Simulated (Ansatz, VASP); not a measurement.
**Cross-check of TaSnTeS3 (1T-SnS2 under 2H-TaSTe, AC) between VASP and Ansatz**

Aim: how closely do two programs agree when they are given the same cell, functional and k mesh? The structure shown is the start of the Ansatz relaxation below; VASP solves that cell, so the two are compared at the walk's first step.

Calculated with Ansatz 0.2.0; plane waves, with VASP 6.6.1 beside it; single point at LDA.

### Step 1. Starting point

The cell holds 6 atoms: 3 S, 1 Sn, 1 Te and 1 Ta. Its edges and angles: a = 3.679 Å, b = 3.679 Å, c = 48.014 Å, α = 90.0°, β = 90.0°, γ = 120.0°. Vacuum lies along c.

### Step 2. Ansatz: relaxation, LDA

Ansatz runs on its default PAW (the set named soft_2) files.

The two programs are compared at the cell with which this relaxation starts, whose forces are those of its first step.

The input, input.yaml:

```yaml
crystal:
  lattice:
    - [3.67863, 0.0, 0.0]
    - [-1.839315, 3.1857870311, 0.0]
    - [0.0, 0.0, 48.013580881]
  atoms:
    - { symbol: S, position: [0.6666666667, 0.3333333333, 0.4113419503] }
    - { symbol: Sn, position: [0.0, 0.0, 0.43024459] }
    - { symbol: S, position: [0.3333333333, 0.6666666667, 0.4491472297] }
    - { symbol: Te, position: [0.0, 0.0, 0.5147536674] }
    - { symbol: Ta, position: [0.6666666667, 0.3333333333, 0.5570614901], spin: 1.0 }
    - { symbol: S, position: [0.0, 0.0, 0.5886580497] }
  periodic: [true, true, false]
magnetization:
  spin_polarized: true
kpoints:
  mp_grid: { grid: [12, 12, 1] }
hamiltonian:
  xc: lda
scf:
  occupations: { method: fermi_dirac, width: 0.05 }
  convergence: { dr2_threshold: 1.0e-09 }
relax:
  f_tol: 0.004
  max_steps: 90
  cell: {}
output:
  write_potential: true
  write_density: true
  volumetric_format: npy
```

On the command line:

```console
$ ansatz run input.yaml --threads 4 --pin off --max-ram 12288MiB --backend cpu --events-out ev --progress --plain --runs-dir out
```

Numbers of over 12 decimals in the logs are rounded to 6 here.

The log of the run:

```text
Warning: relax.cell: scf.convergence.dr2_threshold = 1e-9 eV is looser than the 1.75053337366e-10 eV advised for a relaxation that steers and ends on the stress (1e-10 eV for each atom of the cell: 6, times the square of relax.cell.stress_2d_tol = 0.05 N/m over 18.5 Å (the atoms' height at the walk's start and 5 Å past either face), 2.701e-2 GPa, over a crystal's default 0.05). What an SCF threshold leaves in a stress goes as its square root, and in the free energy as the threshold itself, and one threshold admits the most on a small cell: [figures from the program's tests cut] Set scf.convergence.dr2_threshold to 1.75053337366e-10 eV or tighter. [rest of the remark cut]
Engine: ansatz 0.2.0, aarch64-unknown-linux-gnu
Pseudopotentials: kind: paw
Pseudopotential: S, paw, valence charge 6, recommended cutoff 420 eV (normal), S.paw.azcp
Pseudopotential: Sn, paw, valence charge 14, recommended cutoff 420 eV (normal), Sn.paw.azcp
Pseudopotential: Te, paw, valence charge 16, recommended cutoff 420 eV (normal), Te.paw.azcp
Pseudopotential: Ta, paw, valence charge 13, recommended cutoff 420 eV (normal), Ta.paw.azcp
Functional definition: SPW92
  exchange = slater_x
  correlation = pw_c
Crystal: 6 atoms, lattice volume = 562.687 Å³
Basis set: ecut = 420 eV, 10985 PW (Γ)
Bands: 38, of which v1, the nominal top of the filled ones, is band 31 counted from 1 (30 counted from 0)
Symmetry: 6 space group operations
Space group: P3m1 (ITA 156), of the structure as read, at distance tolerance 8.3e-5 Å
Magnetic group: BNS 156.49 (UNI 1279), of the structure as read, at distance tolerance 8.3e-5 Å
k-points: 19 of 144 (time reversal used)
Non-local potential: S, projectors of the file, l = 0: 2, l = 1: 2, l = 2: 2
Non-local potential: Sn, projectors of the file, l = 0: 2, l = 1: 2, l = 2: 2, l = 3: 2
Non-local potential: Te, projectors of the file, l = 0: 2, l = 1: 2, l = 2: 2, l = 3: 2
Non-local potential: Ta, projectors of the file, l = 0: 3, l = 1: 2, l = 2: 2, l = 3: 1
PAW form: soft (Blöchl's): semilocal exchange-correlation on the pseudo side does not see the compensation charge
PAW frozen core: S, regenerated for the run's functional, and the local potential with it (the file was generated under x = pbe(κ = 0.804, μ = 0.219515), c = pbe(β = 0.066725))
PAW frozen core: Sn, regenerated for the run's functional, and the local potential with it (the file was generated under x = pbe(κ = 0.804, μ = 0.219515), c = pbe(β = 0.066725))
PAW frozen core: Te, regenerated for the run's functional, and the local potential with it (the file was generated under x = pbe(κ = 0.804, μ = 0.219515), c = pbe(β = 0.066725))
PAW frozen core: Ta, regenerated for the run's functional, and the local potential with it (the file was generated under x = pbe(κ = 0.804, μ = 0.219515), c = pbe(β = 0.066725))
PAW one-centre angular grid: S, 110 points (default); XC on 64 Gauss nodes
PAW one-centre angular grid: Sn, 590 points (default); XC on 64 Gauss nodes
PAW one-centre angular grid: Te, 590 points (default); XC on 64 Gauss nodes
PAW one-centre angular grid: Ta, 590 points (default); XC on 64 Gauss nodes
Initial density: superposition of atomic densities (neutral atoms: chi_scale 0, normalization atom)
Starting moments: Σ|m| = 1 μB on 1 of 6 sites
Initial wavefunctions: pseudopotential atomic-orbital guess
Functional: x = slater, c = lda
SCF iter   1: F=—  HF=-24998.372171 eV  |F-HF|=—  |Δ(HF+E_count)|=         —  Δρ=1.17e-2 (↑1.17e-2 ↓1.09e-2)  dr2=4.01e0  dr2_m=2.43e-2  M=0.687 μB ∫|m|=0.796 μB  β_m=0.30  ethr=3.10e-3  ⟨swp⟩=19.4  Hψ=11662  notcnv=0
Mixer restart at iter 1: flushing history
preconditioner: auto → LDOS  [metal: Δε(μ)=0.073 eV  Ē_g=8.964 eV  σ=0.050 eV  W_gap=0.35  n_scr=28 (ndim 8)  ℏωp=9.0 eV  f_vac=0.742  D(μ)=1.70/eV (n_scr^D=10)]
spin=Collinear: LDOS preconditioning applied to the charge; magnetization (m = ρ↑ − ρ↓) channel mixes plain (no charge-response kernel on spin).
SCF iter   2: F=—  HF=-24997.349506 eV  |F-HF|=—  |Δ(HF+E_count)|=    1.02e0  Δρ=6.86e-3 (↑6.86e-3 ↓6.14e-3)  dr2=9.75e-1  dr2_m=1.36e-2  M=0.661 μB ∫|m|=0.758 μB  β_m=0.42  ethr=3.10e-3  ⟨swp⟩=3.3  Hψ=2896  notcnv=0  defer=49
SCF iter   3: F=—  HF=-24997.110539 eV  |F-HF|=—  |Δ(HF+E_count)|=   2.39e-1  Δρ=2.81e-3 (↑2.81e-3 ↓2.43e-3)  dr2=1.30e-1  dr2_m=4.15e-3  M=0.607 μB ∫|m|=0.687 μB  β_m=0.54  ethr=1.60e-3  ⟨swp⟩=3.4  Hψ=2990  notcnv=0  defer=49
[...]
SCF iter   4: F=—  HF=-25001.004105 eV  |F-HF|=—  |Δ(HF+E_count)|=   1.16e-8  Δρ=4.13e-7 (↑4.12e-7 ↓4.13e-7)  dr2=1.59e-8  dr2_m=2.75e-12  M=-0.000 μB ∫|m|=0.000 μB  β_m=0.50  ethr=4.25e-11  ⟨swp⟩=3.4  Hψ=3035  notcnv=0
SCF iter   5: F=—  HF=-25001.004105 eV  |F-HF|=—  |Δ(HF+E_count)|=   1.56e-9  Δρ=1.33e-7 (↑1.33e-7 ↓1.32e-7)  dr2=8.85e-10  dr2_m=2.71e-12  M=-0.000 μB ∫|m|=0.000 μB  β_m=0.57  ethr=2.61e-11  ⟨swp⟩=2.2  Hψ=1725  notcnv=0
SCF iter   6: F=-25001.004105 eV  HF=-25001.004105 eV  |F-HF|=8.73e-11  |Δ(HF+E_count)|=  3.38e-10  Δρ=5.13e-8 (↑5.13e-8 ↓4.72e-8)  dr2=2.59e-10  dr2_m=6.17e-13  M=-0.000 μB ∫|m|=0.000 μB  ethr=1.45e-12  ⟨swp⟩=13.6  Hψ=12264  notcnv=0
the starting moments were not kept: the SCF closed with an absolute magnetisation of 7.6e-6 μB, where they sum to 1 μB in size (1 site). That is at most 0.1 of that sum. Measured as dr2_m measures the in/out step, that magnetisation stands 6.1e-12 eV from none, at or under the dr2_threshold of 1.0e-9 eV: it is no larger than a step whose dr2_m would equal this threshold.
SCF 9 converged in 6 iterations: F = -25001.004105 eV  dr2 = 2.59e-10
relax step   9: F+E_penalty+E_count = -25001.00410511 eV  Δ(F+E_penalty+E_count) = +2.402e-3 eV  max|allowed force component| = 1.931e-3 eV/Å  Δτ_max = 0.0000 Å  P = -0.041 N/m  Ω = 518.218 Å³  fix = [c, alpha, beta]  reactions: c -0.000 N/m  stress off target by 4.06e-2 N/m on what of the cell is left free  SCF on the basis re-selected at this cell (its energy is not comparable with the rows above)  (6 SCF iters)
basis re-selected at this cell: Δ(F+E_penalty+E_count) = +2.402e-3 eV, ΔP = -0.047 N/m vs the last step (what re-selecting the basis moved, of the pressure what is left beyond the Pulay correction that the steps carried, after the strain that the cell walked since its last selection, with what the two solves' SCF thresholds leave and, on support functions, any second-order correction that the steps lacked; it is no measure of the basis error at this ecutwfc). The dense FFT grid was sized anew with the basis: this SCF ran on 24×24×324 points, the steps before it on 25×25×324, so part of this shift can come from that change (see relax.cell in the input reference). [rest of the remark cut]
WARN: The output density's exchange-correlation potential varies sharply where the density is thin. Do not read a vacuum level from v_tot or v_xc, or from such a field of the output density. On a cell that repeats whose density bears no net charge and no dipole along the vacuum's axis use v_es (v_loc + v_h of the components); under efield.dipole_correction with no amplitude use v_es + v_field, which holds any externa [...]
SCF converged after 6 iterations
Magnetization: -0.0000 μB (30.5000 up, 30.5000 down)
Absolute magnetization: 0.0000 μB (∫|ρ↑−ρ↓|, with the PAW one-centre terms)
Spin contamination: 0.0000 ħ² per cell (⟨S²⟩ above its minimum at these occupations)
Per-site moments (μB) at R_I (Å): [(-1.2226333085862635e-8, 1.043318), (4.058456796330133e-10, 1.043318), (-1.8686226478295154e-9, 1.045350), (-2.7182065587210904e-7, 1.151526), (-2.937412674248156e-6, 1.011560), (-6.794090464344403e-7, 1.011560)]
Free energy (F): -25001.004105 eV
Harris-Foulkes:  -25001.004105 eV  (|F-HF|=8.73e-11)
Internal energy: -25000.972761 eV  (E = F + TS)
E sigma→0 (E₀):  -25000.988433 eV
Entropy (-TS):   -0.031344 eV (-5.224 meV/atom)
Fermi energy:    -5.535361 eV
--- Per-component energies (eV) ---
  E_band       = -1451.512699
  E_kinetic    = 1061.873761
  E_local      = -262763.980311  (includes V_loc(G=0)·N_el)
  E_nonlocal   = -221.530512
  E_hartree    = 131012.673963
  E_xc         = -1008.113486
  E_vxc        = -670.836377  (∫ρ·V_xc dr)
  E_paw        = -18366.736289  (= ΣΔE_a)
  E_vpaw       = -882.390013  (= ΣTr[D̂ρ^β])
  E_aug_tail   = -0.000037  (compensation charges beyond the density's cutoff)
  E_ewald      = 125283.018095
  E_core_change = 1.822055  (= ΣΔE_core)
  E_smearing   = -0.031344  (= −TS)
  E_closure    = -0.000000  (closes the sum)
  Σ components = -25001.004105   (vs F -25001.004105, Δ=0.00e0)
--- Forces (eV/Å), atoms counted from 1 ---
  atom   1  S      0.00000000     0.00000000    -0.00202097
  atom   2  Sn     0.00000000     0.00000000     0.00063058
  atom   3  S      0.00000000    -0.00000000     0.00055737
  atom   4  Te     0.00000000     0.00000000    -0.00053307
  atom   5  Ta     0.00000000     0.00000000     0.00025011
  atom   6  S      0.00000000     0.00000000     0.00057873
  max |Σ_I F_I| component: 5.37e-4 eV/Å
--- 2D stress c σ (N/m, compression-positive) ---
       -0.040627      -0.000000      -0.000000
       -0.000000      -0.040627       0.000000
       -0.000000       0.000000      -0.000000
  P = ½ c Tr σ = -0.0406 N/m
--- Band table (eV; the first three rows and the last of 38) ---
  k-point 0 ↑: bands = [... 27 lower, -6.8458, -6.0646, -6.0646, -4.4115, -3.9537, -2.9100, -2.4694, -2.4694, ... 3 higher]
  k-point 1 ↑: bands = [... 27 lower, -6.8029, -6.2634, -6.1586, -4.5202, -3.7224, -2.6400, -2.4636, -2.3343, ... 3 higher]
  k-point 2 ↑: bands = [... 27 lower, -6.8298, -6.5385, -6.3334, -4.9422, -3.6868, -3.0638, -2.5256, -2.3207, ... 3 higher]
  k-point 18 ↓: bands = [... 27 lower, -7.8811, -7.8176, -7.0598, -5.2456, -4.3231, -3.9795, -2.2620, -1.6383, ... 3 higher]
  the weakly bound empty levels are not read free of the cell's end (no_gap_told)
--- Relaxed structure (8 steps of the walk, 8 accepted, 1 SCFs on fresh bases) ---
  F+E_penalty+E_count = -25001.00410511 eV   max|allowed force component| = 1.931e-3 eV/Å   (the final SCF, on the basis selected at the relaxed cell)
  cell:  # Å, volume = 518.2178 Å³
    - [3.530277, -1.0980314271339377e-17, 0]
    - [-1.765139, 3.057310, 0]
    - [0, 0, 48.013580881]
  atoms:
    - { symbol: S, position: [0.666667, 0.333333, 0.393614] }
    - { symbol: Sn, position: [-1.8503717079240068e-17, -1.2335811384544461e-17, 0.424806] }
    - { symbol: S, position: [0.333333, 0.666667, 0.456170] }
    - { symbol: Te, position: [-1.8503717079240062e-17, -1.233581138454445e-17, 0.522920] }
    - { symbol: Ta, position: [0.666667, 0.333333, 0.562649] }
    - { symbol: S, position: [-1.8503717079240052e-17, -1.2335811384544444e-17, 0.591048] }
```

Reading the cycles: dr2 is the Hartree energy of the density residual (eV), the measure of convergence; HF is the Harris–Foulkes estimate of the energy, which meets the free energy F at convergence.

(Continued in part 2 of 2.)

[Lines on the potential files, build, host, timing and source positions are cut from VASP's logs without a mark.]

[Logs are printed without paths, hosts, clocks, repeated set-up lines and the standing remarks that a program may print on its own settings, such as how far it seeks lower states.]

[Hosts, paths, dates, database ids (printed as entryN), source tags and the programs' standing remarks are cut or masked in the printed files.]
